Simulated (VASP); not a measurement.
Input:

```xyz
2
Lattice="1.0791 -1.8691 0.0000 1.0791 1.8691 0.0000 0.0000 0.0000 3.4235" Properties=species:S:1:pos:R:3 pbc="T T T"
Be     1.0791     0.6230     0.8559
Be     1.0791    -0.6230     2.5676
```

Method: PBEsol GGA, VASP's PBE PAW potentials (set 64) (plane waves; VASP). Numerical set-up: 500 eV cut-off, 19×19×11 Γ-centred mesh, first-order Methfessel-Paxton smearing of 0.10 eV, potentials Be.

**Question.** Predict the energy per atom (σ→0), pressure, band gap (on the k-mesh) with the smallest direct gap where there is one.

**Answer.** 
The band gap (on the k-mesh) is none (metal, semimetal or under 0.01 eV) and the energy per atom (σ→0) is -3.947 eV/atom. The pressure is 19.80 GPa.

Total energies compare only between runs with the same potentials, cut-off and functional.

The compound is Be in the hcp structure. It was relaxed first under an external pressure of 20 GPa.
